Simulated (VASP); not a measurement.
Consider the following.

```
CELL_PARAMETERS angstrom
      0.00000     1.77421     1.77421
      1.77421     0.00000     1.77421
      1.77421     1.77421     0.00000
ATOMIC_POSITIONS crystal
  Ni 0.00000 0.00000 0.00000
```
Starting moments (μB, in the order of the record's atoms Ni): 0.6.

All values below come from PBE GGA with D4 dispersion, VASP's PBE PAW potentials (set 64) (plane waves; VASP). Settings: 520 eV cut-off, 18×18×18 Γ-centred mesh, first-order Methfessel-Paxton smearing of 0.10 eV, potentials Ni.

Q: Give the stress tensor in GPa (positive for a compressed cell).

A: 
```
-10.84    0.00    0.00
  0.00  -10.84    0.00
  0.00    0.00  -10.84
```
The pressure is its mean diagonal, -10.84 GPa.

The compound is Ni in the fcc structure. This cell is one point of a volume scan, at 1.06 of the reference volume.
